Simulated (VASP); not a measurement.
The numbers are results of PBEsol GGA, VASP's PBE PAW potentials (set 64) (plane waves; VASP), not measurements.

The input files of a VASP run:

KPOINTS:
```
Automatic mesh
0
Gamma
7 7 4
0 0 0
```

### INCAR
```
PREC=Accurate
NSW=60   # most ionic steps
IBRION=2
ALGO=Normal
ISMEAR=0   # Gaussian
EDIFF=1E-6
LREAL=.FALSE.
GGA=PS
LCHARG=.FALSE.
ISIF=3
EDIFFG=-0.02
SIGMA=0.05   # width (eV)
LASPH=.TRUE.
NELM=100   # most electronic steps
LWAVE=.FALSE.
ENCUT=400
LMAXMIX=6   # l cut-off of mixed one-centre charges
SYSTEM=PtS2
```

POSCAR:
```
PtS2
1.0
  1.7851560397  -3.0919810327   0.0000000000
  1.7851560397   3.0919810327   0.0000000000
  0.0000000000   0.0000000000   4.8126923136
Pt S
1 2
Cartesian
  0.0000000000   0.0000000000   0.0000000000
  1.7851560397   1.0306624056   1.1912336652
  1.7851560397  -1.0306624056   3.6214586484
```

POTCAR, in this order: Pt S (PBE.64 set). Program: vasp_std.

The run wrote:

**OSZICAR**
```
       N       E                     dE             d eps       ncg     rms          rms(c)
DAV:   1     0.939595837323E+02    0.93960E+02   -0.91716E+03   872   0.106E+03
DAV:   2    -0.143718457110E+02   -0.10833E+03   -0.10577E+03  1071   0.222E+02
DAV:   3    -0.183051658048E+02   -0.39333E+01   -0.39186E+01  1092   0.464E+01
DAV:   4    -0.183434313232E+02   -0.38266E-01   -0.38261E-01  1092   0.500E+00
DAV:   5    -0.183441167015E+02   -0.68538E-03   -0.68536E-03  1113   0.626E-01    0.190E+01
DAV:   6    -0.172585892191E+02    0.10855E+01   -0.78205E+00   868   0.285E+01    0.123E+01
DAV:   7    -0.170267519352E+02    0.23184E+00   -0.13225E+00   868   0.128E+01    0.567E+00
DAV:   8    -0.169995341169E+02    0.27218E-01   -0.91442E-02   959   0.225E+00    0.132E+00
DAV:   9    -0.169942900129E+02    0.52441E-02   -0.12662E-02   973   0.127E+00    0.273E-01
DAV:  10    -0.169943657648E+02   -0.75752E-04   -0.18897E-03  1043   0.315E-01    0.765E-02
DAV:  11    -0.169943788307E+02   -0.13066E-04   -0.44608E-05  1106   0.601E-02    0.458E-02
DAV:  12    -0.169943787109E+02    0.11983E-06   -0.53005E-06  1028   0.231E-02
   1 F= -.16994379E+02 E0= -.16994378E+02  d E =-.169944E+02
       N       E                     dE             d eps       ncg     rms          rms(c)
DAV:   1    -0.169957260857E+02   -0.13473E-02   -0.38519E-02   868   0.160E+00    0.245E-01
DAV:   2    -0.169947320381E+02    0.99405E-03   -0.63982E-03   945   0.827E-01    0.187E-01
DAV:   3    -0.169945830421E+02    0.14900E-03   -0.56735E-04  1015   0.250E-01    0.750E-02
DAV:   4    -0.169945396645E+02    0.43378E-04   -0.18557E-04   917   0.826E-02    0.291E-02
DAV:   5    -0.169945358976E+02    0.37668E-05   -0.10361E-05  1057   0.345E-02    0.176E-02
DAV:   6    -0.169945345879E+02    0.13097E-05   -0.17795E-06   665   0.122E-02    0.302E-03
DAV:   7    -0.169945343873E+02    0.20066E-06   -0.18214E-07   434   0.336E-03
   2 F= -.16994534E+02 E0= -.16994534E+02  d E =-.155676E-03
       N       E                     dE             d eps       ncg     rms          rms(c)
DAV:   1    -0.169946887793E+02   -0.15419E-03   -0.38495E-03   868   0.505E-01    0.774E-02
DAV:   2    -0.169945896219E+02    0.99157E-04   -0.62858E-04   917   0.259E-01    0.580E-02
DAV:   3    -0.169945756322E+02    0.13990E-04   -0.55960E-05  1001   0.788E-02    0.231E-02
DAV:   4    -0.169945718182E+02    0.38140E-05   -0.18005E-05   882   0.258E-02    0.914E-03
DAV:   5    -0.169945719573E+02   -0.13913E-06   -0.96580E-07   490   0.109E-02
   3 F= -.16994572E+02 E0= -.16994571E+02  d E =-.193246E-03
       N       E                     dE             d eps       ncg     rms          rms(c)
DAV:   1    -0.169953753217E+02   -0.80350E-03   -0.30982E-02   868   0.139E+00    0.184E-01
DAV:   2    -0.169948412981E+02    0.53402E-03   -0.17859E-03  1008   0.375E-01    0.758E-02
DAV:   3    -0.169947529709E+02    0.88327E-04   -0.26955E-04   994   0.114E-01    0.306E-02
DAV:   4    -0.169947401277E+02    0.12843E-04   -0.52146E-05   896   0.691E-02    0.216E-02
DAV:   5    -0.169947397035E+02    0.42419E-06   -0.54461E-06  1022   0.165E-02
   4 F= -.16994740E+02 E0= -.16994739E+02  d E =-.167746E-03
```

### OUTCAR
```
------------------------ aborting loop because EDIFF is reached ----------------------------------------
  FORCE on cell =-STRESS in cart. coord.  units (eV):
  Direction    XX          YY          ZZ          XY          YZ          ZX
  --------------------------------------------------------------------------------------
  Total        0.0072007      0.0072007     -0.0030975      0.0000000      0.0000000      0.0000000
  in kB        0.2172159      0.2172159     -0.0934402      0.0000000      0.0000000      0.0000000
  external PRESSURE =       0.1136639 kB  Pullay stress =       0.0000000 kB
  volume of cell :       53.11
      direct lattice vectors                 reciprocal lattice vectors
     1.782913328 -3.088096541 -0.000000000     0.280439880 -0.161912037  0.000000000
     1.782913328  3.088096541  0.000000000     0.280439880  0.161912037 -0.000000000
     0.000000000  0.000000000  4.823257861    -0.000000000 -0.000000000  0.207328745
 POSITION                                       TOTAL-FORCE (eV/Angst)
 -----------------------------------------------------------------------------------
      1.78291     -3.08810     -0.00000         0.000000     -0.000000      0.000000
      1.78291      1.02937      1.19799         0.000000      0.000000      0.004808
      1.78291     -1.02937      3.62527        -0.000000     -0.000000     -0.004808
 -----------------------------------------------------------------------------------
    total drift:                                0.000000     -0.000000     -0.000000
  FREE ENERGIE OF THE ION-ELECTRON SYSTEM (eV)
  ---------------------------------------------------
  free  energy   TOTEN  =       -16.9947397035 eV

  energy  without entropy=      -16.9947385599  energy(sigma->0) =      -16.99473913

 reached required accuracy - stopping structural energy minimisation
```
(Selected blocks of OUTCAR.)

### CONTCAR
```
PtS2
   1.00000000000000
     1.7829133277792444   -3.0880965414331598   -0.0000000000000000
     1.7829133277792444    3.0880965414331598    0.0000000000000000
     0.0000000000000000    0.0000000000000000    4.8232578606600018
  Pt              S
     1     2
Direct
     1.0000000000000000    0.0000000000000000    0.0000000000000000
     0.3333330000000032    0.6666669999999968    0.2483770636205854
     0.6666669999999968    0.3333330000000032    0.7516229363794146
```

Without a dispersion term in the relaxation, distances and binding between the weakly bound layers, chains or molecules are unreliable, and so is what depends on them.

The compound is PtS2 in the 1T layered structure. This run relaxes it. Symmetry was kept, so distortions that lower it aren't found. The start is the result of an earlier pass.
